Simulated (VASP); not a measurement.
Output of a VASP run:

OUTCAR:
```
 ion  position               nearest neighbor table
   1  0.000  0.000  0.000-
  LATTYP: Found a body centered cubic cell.
 ALAT       =     2.7829952208
 Subroutine PRICEL returns:
 Original cell was already a primitive cell.
 Subroutine GETGRP returns: Found 48 space group operations
The static configuration has the point symmetry O_h .
The dynamic configuration has the point symmetry O_h .
The overall configuration has the point symmetry O_h .
 Subroutine INISYM returns: Found 48 space group operations
 Subroutine IBZKPT returns following result:
 Found    145 irreducible k-points:

 Following reciprocal coordinates:
            Coordinates               Weight
  0.000000  0.000000  0.000000      1.000000
  0.062500  0.000000  0.000000     12.000000
  0.125000  0.000000  0.000000     12.000000
  0.187500  0.000000  0.000000     12.000000
  0.250000  0.000000  0.000000     12.000000
  0.312500  0.000000  0.000000     12.000000
  0.375000  0.000000  0.000000     12.000000
  0.437500  0.000000  0.000000     12.000000
  0.500000  0.000000  0.000000      6.000000
  0.062500  0.062500  0.000000     24.000000
  0.125000  0.062500  0.000000     48.000000
  0.187500  0.062500 -0.000000     48.000000
  0.250000  0.062500  0.000000     48.000000
  0.312500  0.062500  0.000000     48.000000
  0.375000  0.062500  0.000000     48.000000
  0.437500  0.062500  0.000000     48.000000
  0.125000  0.125000  0.000000     24.000000
  0.187500  0.125000  0.000000     48.000000
  0.250000  0.125000  0.000000     48.000000
  0.312500  0.125000  0.000000     48.000000
  0.375000  0.125000 -0.000000     48.000000
  0.437500  0.125000  0.000000     24.000000
  0.187500  0.187500  0.000000     24.000000
  0.250000  0.187500  0.000000     48.000000
  0.312500  0.187500  0.000000     48.000000
  0.375000  0.187500  0.000000     48.000000
  0.250000  0.250000  0.000000     24.000000
  0.312500  0.250000  0.000000     48.000000
  0.375000  0.250000  0.000000     24.000000
  0.312500  0.312500  0.000000     24.000000
  0.062500  0.062500  0.062500      8.000000
  0.125000  0.062500  0.062500     24.000000
  0.187500  0.062500  0.062500     24.000000
  0.250000  0.062500  0.062500     24.000000
  0.312500  0.062500  0.062500     24.000000
  0.375000  0.062500  0.062500     24.000000
  0.437500  0.062500  0.062500     12.000000
 -0.062500  0.062500  0.062500      6.000000
  0.125000  0.125000  0.062500     24.000000
  0.187500  0.125000  0.062500     48.000000
   k-points           NKPTS =    145   k-points in BZ     NKDIM =    145   number of bands    NBANDS=      9
   number of dos      NEDOS =    301   number of ions     NIONS =      1
   total plane-waves  NPLWV =   5832
   dimension x,y,z NGX =    18 NGY =   18 NGZ =   18
   dimension x,y,z NGXF=    36 NGYF=   36 NGZF=   36
   ions per type =               1
   PREC   = accura    normal or accurate (medium, high low for compatibility)
   ISTART =      0    job   : 0-new  1-cont  2-samecut
   ICHARG =      2    charge: 1-file 2-atom 10-const
   ISPIN  =      2    spin polarized calculation?
   LNONCOLLINEAR =      F non collinear calculations
   LSORBIT =      F    spin-orbit coupling
   INIWAV =      1    electr: 0-lowe 1-rand  2-diag
   ENCUT  =  480.0 eV  35.28 Ry    5.94 a.u.   4.31  4.31  4.31*2*pi/ulx,y,z
   NELM   =    100;   NELMIN=  2; NELMDL= -5     # of ELM steps
   EDIFF  = 0.1E-06   stopping-criterion for ELM
   LREAL  =      F    real-space projection
   NLSPLINE    = F    spline interpolate recip. space projectors
   LMAXMIX     =    4 max onsite mixed and CHGCAR
   VOSKOWN=      0    Vosko Wilk Nusair interpolation
   EDIFFG = -.1E-01   stopping-criterion for IOM
   NSW    =     40    number of steps for IOM
   NBLOCK =      1;   KBLOCK =     40    inner block; outer block
   IBRION =      2    ionic relax: 0-MD 1-quasi-New 2-CG
...
```

**OSZICAR**
```
...
DAV:   8    -0.892477999048E+01    0.84729E-02   -0.58932E-03  6502   0.652E-01    0.143E+00
DAV:   9    -0.891624900039E+01    0.85310E-02   -0.55539E-03  6532   0.611E-01    0.373E-01
DAV:  10    -0.891625278533E+01   -0.37849E-05   -0.98068E-04  6210   0.359E-01    0.125E-01
DAV:  11    -0.891624013277E+01    0.12653E-04   -0.89898E-05  5524   0.150E-01    0.284E-02
DAV:  12    -0.891624065017E+01   -0.51740E-06   -0.20600E-06  5424   0.238E-02    0.987E-03
DAV:  13    -0.891624140425E+01   -0.75408E-06   -0.11900E-06  5429   0.111E-02    0.621E-03
DAV:  14    -0.891624136134E+01    0.42907E-07   -0.16240E-07  2690   0.526E-03
   1 F= -.79072486E+01 E0= -.79071395E+01  d E =-.790725E+01  mag=     2.0880
       N       E                     dE             d eps       ncg     rms          rms(c)
DAV:   1    -0.101050819431E+02   -0.11888E+01   -0.32805E+01  5438   0.993E+01    0.126E+01
DAV:   2    -0.879029424091E+01    0.13148E+01   -0.85389E+00  5501   0.497E+01    0.761E+00
DAV:   3    -0.875836242136E+01    0.31932E-01   -0.12844E-01  5560   0.600E+00    0.388E+00
DAV:   4    -0.874339448854E+01    0.14968E-01   -0.54032E-03  5471   0.887E-01    0.728E-01
DAV:   5    -0.873118128388E+01    0.12213E-01   -0.14720E-02  5499   0.120E+00    0.126E-01
DAV:   6    -0.873141626191E+01   -0.23498E-03   -0.49460E-04  5474   0.262E-01    0.750E-02
DAV:   7    -0.873143498486E+01   -0.18723E-04   -0.28454E-05  5325   0.799E-02    0.409E-02
DAV:   8    -0.873143345626E+01    0.15286E-05   -0.65619E-06  5495   0.442E-02    0.105E-02
DAV:   9    -0.873143136054E+01    0.20957E-05   -0.25185E-06  5462   0.179E-02    0.140E-03
DAV:  10    -0.873143136640E+01   -0.58602E-08   -0.23103E-08  2666   0.207E-03
   2 F= -.78579631E+01 E0= -.78582088E+01  d E =0.492855E-01  mag=     1.8480
       N       E                     dE             d eps       ncg     rms          rms(c)
DAV:   1    -0.944829483993E+01   -0.71686E+00   -0.13627E+01  5393   0.695E+01    0.709E+00
DAV:   2    -0.893752870911E+01    0.51077E+00   -0.50949E+00  5482   0.337E+01    0.571E+00
DAV:   3    -0.890112919327E+01    0.36400E-01   -0.22653E-01  5605   0.797E+00    0.251E+00
DAV:   4    -0.889525321452E+01    0.58760E-02   -0.32898E-03  5533   0.872E-01    0.707E-01
DAV:   5    -0.889000848764E+01    0.52447E-02   -0.77572E-03  5725   0.892E-01    0.820E-02
DAV:   6    -0.889006026723E+01   -0.51780E-04   -0.19620E-04  5480   0.134E-01    0.468E-02
DAV:   7    -0.889006452507E+01   -0.42578E-05   -0.12270E-05  5322   0.552E-02    0.238E-02
DAV:   8    -0.889006768838E+01   -0.31633E-05   -0.17806E-06  5333   0.204E-02    0.605E-03
DAV:   9    -0.889006807353E+01   -0.38515E-06   -0.29291E-07  5308   0.638E-03    0.240E-03
DAV:  10    -0.889006810813E+01   -0.34598E-07   -0.43194E-08  2621   0.207E-03
   3 F= -.79352736E+01 E0= -.79351141E+01  d E =-.280251E-01  mag=     1.9870
       N       E                     dE             d eps       ncg     rms          rms(c)
DAV:   1    -0.888911343032E+01    0.95464E-03   -0.21092E-03  5416   0.834E-01    0.965E-02
DAV:   2    -0.888902800386E+01    0.85426E-04   -0.87089E-04  5483   0.458E-01    0.774E-02
DAV:   3    -0.888902143667E+01    0.65672E-05   -0.46000E-05  5591   0.112E-01    0.297E-02
DAV:   4    -0.888902065539E+01    0.78128E-06   -0.67717E-07  5534   0.137E-02    0.655E-03
DAV:   5    -0.888902010592E+01    0.54947E-06   -0.11015E-06  5391   0.120E-02    0.132E-03
DAV:   6    -0.888902009592E+01    0.99972E-08   -0.37830E-08  2642   0.215E-03
   4 F= -.79352893E+01 E0= -.79351334E+01  d E =-.280407E-01  mag=     1.9850
```

OUTCAR:
```
------------------------ aborting loop because EDIFF is reached ----------------------------------------
  FORCE on cell =-STRESS in cart. coord.  units (eV):
  Direction    XX          YY          ZZ          XY          YZ          ZX
  --------------------------------------------------------------------------------------
  Total        0.9505380      0.9505380      0.9505380      0.0000000      0.0000000     -0.0000000
  in kB      149.4978403    149.4978403    149.4978403      0.0000000      0.0000000     -0.0000000
  external PRESSURE =      -0.5021597 kB  Pullay stress =     150.0000000 kB
  volume of cell :       10.19
      direct lattice vectors                 reciprocal lattice vectors
    -1.365615317  1.365615317  1.365615317     0.000000000  0.366135319  0.366135319
     1.365615317 -1.365615317  1.365615317     0.366135319  0.000000000  0.366135319
     1.365615317  1.365615317 -1.365615317     0.366135319  0.366135319  0.000000000
 POSITION                                       TOTAL-FORCE (eV/Angst)
 -----------------------------------------------------------------------------------
      1.36562      1.36562      1.36562         0.000000     -0.000000      0.000000
 -----------------------------------------------------------------------------------
    total drift:                               -0.000000      0.000000     -0.000000
  FREE ENERGIE OF THE ION-ELECTRON SYSTEM (eV)
  ---------------------------------------------------
  free  energy   TOTEN  =        -8.8890200959 eV

  energy  without entropy=       -8.8885522644  energy(sigma->0) =       -8.88886415
  enthalpy is  TOTEN    =        -7.9352893010 eV   P V=        0.9537307950

 total charge

# of ion       s       p       d       tot
------------------------------------------
    1        0.540   0.649   6.336   7.526

 magnetization (x)

# of ion       s       p       d       tot
------------------------------------------
    1       -0.011  -0.044   2.012   1.957

 reached required accuracy - stopping structural energy minimisation
```
(Selected blocks of OUTCAR.)

**POSCAR**
```
Fe
1
   -1.3914976104     1.3914976104     1.3914976104
    1.3914976104    -1.3914976104     1.3914976104
    1.3914976104     1.3914976104    -1.3914976104
Fe
1
Direct
  0.0000000000   0.0000000000   0.0000000000
```

### Question
Write an INCAR and KPOINTS that could have produced this output.

### Answer
One answer among several that fit: the input of the run itself, PBEsol GGA, plane waves, VASP's PBE PAW potentials (set 64).

INCAR:
```
ALGO = Normal
EDIFF = 1E-7
EDIFFG = -0.01
ENCUT = 480
GGA = PS
IBRION = 2
ISIF = 3
ISMEAR = 1
ISPIN = 2
LASPH = .True.
LCHARG = .False.
LMAXMIX = 4
LORBIT = 10
LREAL = .False.
LWAVE = .False.
MAGMOM = 2.1
NELM = 100
NSW = 40
PREC = Accurate
PSTRESS = 150
SIGMA = 0.1
SYSTEM = Fe
```

KPOINTS:
```
Automatic mesh
0
Gamma
16 16 16
0 0 0
```

POTCAR, in this order: Fe (PBE.64 set). Program: vasp_std.

Energy and stress use the plane-wave basis of the starting cell.

The compound is Fe in the bcc structure. This run relaxes it under an external pressure of 15 GPa. Symmetry was kept, so distortions that lower it aren't found.
